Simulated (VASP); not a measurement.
WSe2:

```
W Se
1.0
     3.24736    0.00000    0.00000
    -1.62368    2.81230    0.00000
     0.00000    0.00000   14.35011
W Se
2 4
Direct
  0.33333 0.66667 0.25000
  0.66667 0.33333 0.75000
  0.33333 0.66667 0.63553
  0.66667 0.33333 0.13553
  0.33333 0.66667 0.86447
  0.66667 0.33333 0.36447
```

The cell isn't the ideal one: a relaxed cell with its volume scaled by 0.94.

| Property | Result |
| --- | --- |
| Program | VASP 6.6.1 |
| Task | relaxation of shape and atoms at fixed volume |
| Functional | PBE |
| Potentials or basis | VASP PAW PBE potentials, release 64 (W, Se) |
| Cutoff | 300 eV |
| k mesh | 5 × 5 × 1 |
| Occupations | gaussian, width 0.03 eV |
| Spin | no spin polarisation |

At the start: pressure 8.5 GPa; volume 21.84 Å³/atom.

Q: Where does the relaxation end?

A: Over 8 steps the energy falls by 32.0 meV/atom; space group P6_3/mmc (No. 194, to 0.05 Å).

Step by step:
| step | energy change (eV) | largest force (eV/Å) | pressure (GPa) |
| --- | --- | --- | --- |
| 1 | 0.0000 | 1.1343 | 8.51 |
| 2 | -0.1116 | 0.0134 | 3.44 |
| 3 | -0.1127 | 0.0864 | 3.87 |
| 4 | -0.1665 | 0.0738 | 2.60 |
| 5 | -0.1919 | 0.0586 | 1.02 |
| 6 | -0.1919 | 0.0579 | 0.97 |
| 7 | -0.1920 | 0.0431 | 0.51 |
| 8 | -0.1922 | 0.0014 | 0.70 |

Final structure:
```yaml
crystal:
  lattice:
    - [3.30676, 0.00000, 0.00000]
    - [-1.65338, 2.86374, 0.00000]
    - [0.00000, 0.00000, 13.83919]
  atoms:
    - { symbol: W, position: [0.33333, 0.66667, 0.25000] }
    - { symbol: W, position: [0.66667, 0.33333, 0.75000] }
    - { symbol: Se, position: [0.33333, 0.66667, 0.62874] }
    - { symbol: Se, position: [0.66667, 0.33333, 0.12874] }
    - { symbol: Se, position: [0.33333, 0.66667, 0.87126] }
    - { symbol: Se, position: [0.66667, 0.33333, 0.37126] }
```

Caveat: the k mesh is coarse (spacing up to 0.45 Å⁻¹), so the values aren't converged; this functional lacks dispersion, which binds the layers, so the pressure and a relaxed spacing across them are unreliable.
